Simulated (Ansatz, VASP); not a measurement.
# Si: VASP beside Ansatz

The input INCAR:

```
SYSTEM = Si
PREC = Accurate ; ENCUT = 520
EDIFF = 1E-7 ; ISMEAR = 0
SIGMA = 0.15 ; LREAL = .FALSE.
LASPH = .TRUE. ; NELM = 100
ALGO = Normal ; ISIF = 2
LWAVE = .FALSE. ; LCHARG = .FALSE.
GGA = CA ; NBANDS = 8
```

File KPOINTS:

```
regular mesh
0
G
  21 21 20
  0 0 0
```

File POSCAR:

```
Si
1.0
    2.4633102460      0.0000000000      0.0000000000
   -1.2316551230      2.1332892504      0.0000000000
    0.0000000000      0.0000000000      2.4663543900
Si
1
Direct
    0.0000000000      0.0000000000      0.0000000000
```

Input for Ansatz:

```yaml
crystal:
  lattice:
    - [2.463310246, 0.0, 0.0]
    - [-1.231655123, 2.1332892504, 0.0]
    - [0.0, 0.0, 2.46635439]
  atoms:
    - { symbol: Si, position: [0.0, 0.0, 0.0] }
basis:
  ecutwfc: 420
kpoints:
  mp_grid: { grid: [21, 21, 20] }
hamiltonian:
  xc: lda
scf:
  occupations: { method: gaussian, width: 0.15 }
output:
  forces: true
  stress: true
  eigenvalues: true
```

Change from the starting cell: strain -0.0600 x Voigt [1, 1, 0, 0, 0, 0], atoms carried along.

Alike in both runs: task single point; functional LDA; k mesh 21 × 21 × 20; occupations gaussian, width 0.15 eV; no spin polarisation.

|  | VASP | Ansatz |
| --- | --- | --- |
| version | VASP 6.6.1 | Ansatz 0.2.0 |
| potentials or method | VASP PAW LDA potentials, release 64 (Si) | scalar-relativistic, plane waves, PAW |
| plane-wave cutoff (eV) | 520 | 420 |
| valence electrons in the cell | 4 | 4 |

Ansatz gave:

```
gap on the k mesh at the Fermi level (eV)       : none
pressure (GPa)                                  : 17.5
largest component of the traceless stress (GPa) : 12.98
```

Question: Which values does VASP return?

Answer: gap on the k mesh at the Fermi level (eV): none; pressure (GPa): 17.6; largest component of the traceless stress (GPa): 12.96.

A gap of «none» marks a metal or a gap that the smearing closes.

Caveats: so large a pressure means that the cell lies far from this level's equilibrium, or that cutoff or potentials fall short (VASP).
